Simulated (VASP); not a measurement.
All values below come from PBEsol GGA, VASP's PBE PAW potentials (set 64) (plane waves; VASP).

Input for VASP

### POSCAR
```
ZnO
1
    1.5909209936    -2.7879356770     0.0000000000
    1.6470034996     2.8203149219     0.0000000000
    0.0000000000     0.0000000000     5.2237711021
Zn O
2 2
Direct
  0.6666670000   0.3333330000   0.5015316241
  0.3333330000   0.6666670000   0.0015316241
  0.6666670000   0.3333330000   0.8804683759
  0.3333330000   0.6666670000   0.3804683759
```

**KPOINTS**
```
Automatic mesh
0
Gamma
8 8 4
0 0 0
```

INCAR:
```
SYSTEM = ZnO
PREC = Accurate; ENCUT = 600; LREAL = .False.
LASPH = .True.
EDIFF = 1E-7; NELM = 100; ALGO = Normal
LMAXMIX = 4
ISMEAR = 0; SIGMA = 0.05
GGA = PS
ISIF = 2
LWAVE = .False.; LCHARG = .False.
```

POTCAR, in this order: Zn O (PBE.64 set). Program: vasp_std.

The run wrote:

**OSZICAR**
```
       N       E                     dE             d eps       ncg     rms          rms(c)
DAV:   1     0.304253133445E+03    0.30425E+03   -0.20682E+04  4512   0.263E+03
DAV:   2     0.106916287459E+02   -0.29356E+03   -0.28309E+03  4776   0.469E+02
DAV:   3    -0.215369357443E+02   -0.32229E+02   -0.31928E+02  5334   0.162E+02
DAV:   4    -0.222047395321E+02   -0.66780E+00   -0.66701E+00  4884   0.246E+01
DAV:   5    -0.222099366159E+02   -0.51971E-02   -0.51968E-02  5274   0.210E+00    0.145E+01
DAV:   6    -0.193233678217E+02    0.28866E+01   -0.10260E+01  8160   0.715E+01    0.941E+00
DAV:   7    -0.194526822407E+02   -0.12931E+00   -0.22857E+00  4646   0.183E+01    0.555E+00
DAV:   8    -0.194648851106E+02   -0.12203E-01   -0.75604E-01  6780   0.868E+00    0.173E+00
DAV:   9    -0.194069233124E+02    0.57962E-01   -0.15803E-01  7170   0.733E+00    0.371E-01
DAV:  10    -0.194095948860E+02   -0.26716E-02   -0.53282E-02  4598   0.177E+00    0.136E-01
DAV:  11    -0.194095140633E+02    0.80823E-04   -0.19619E-03  6350   0.797E-01    0.377E-02
DAV:  12    -0.194095392185E+02   -0.25155E-04   -0.24334E-04  6072   0.370E-01    0.144E-02
DAV:  13    -0.194095423543E+02   -0.31358E-05   -0.22004E-05  4906   0.959E-02    0.844E-03
DAV:  14    -0.194095434645E+02   -0.11102E-05   -0.38333E-06  5272   0.288E-02    0.723E-03
DAV:  15    -0.194095426094E+02    0.85512E-06   -0.17378E-06  5366   0.124E-02    0.176E-03
DAV:  16    -0.194095425412E+02    0.68222E-07   -0.29765E-07  3976   0.458E-03
   1 F= -.19409543E+02 E0= -.19409543E+02  d E =-.217698E-19
```

### OUTCAR
```
------------------------ aborting loop because EDIFF is reached ----------------------------------------
  FORCE on cell =-STRESS in cart. coord.  units (eV):
  Direction    XX          YY          ZZ          XY          YZ          ZX
  --------------------------------------------------------------------------------------
  Total       -0.0299683     -0.0393418     -0.0051877     -0.5259073      0.0000000      0.0000000
  in kB       -1.0124375     -1.3291084     -0.1752600    -17.7670346      0.0000000      0.0000000
  external PRESSURE =      -0.8389353 kB  Pullay stress =       0.0000000 kB
  volume of cell :       47.42
      direct lattice vectors                 reciprocal lattice vectors
     1.590920994 -2.787935677  0.000000000     0.310653967 -0.181415262  0.000000000
     1.647003500  2.820314922  0.000000000     0.307087436  0.175237848  0.000000000
     0.000000000  0.000000000  5.223771102     0.000000000  0.000000000  0.191432584
  FREE ENERGIE OF THE ION-ELECTRON SYSTEM (eV)
  ---------------------------------------------------
  free  energy   TOTEN  =       -19.4095425412 eV

  energy  without entropy=      -19.4095425412  energy(sigma->0) =      -19.40954254
```
(Selected blocks of OUTCAR.)

The compound is ZnO in the wurtzite structure. This cell was strained or had an atom moved on purpose.
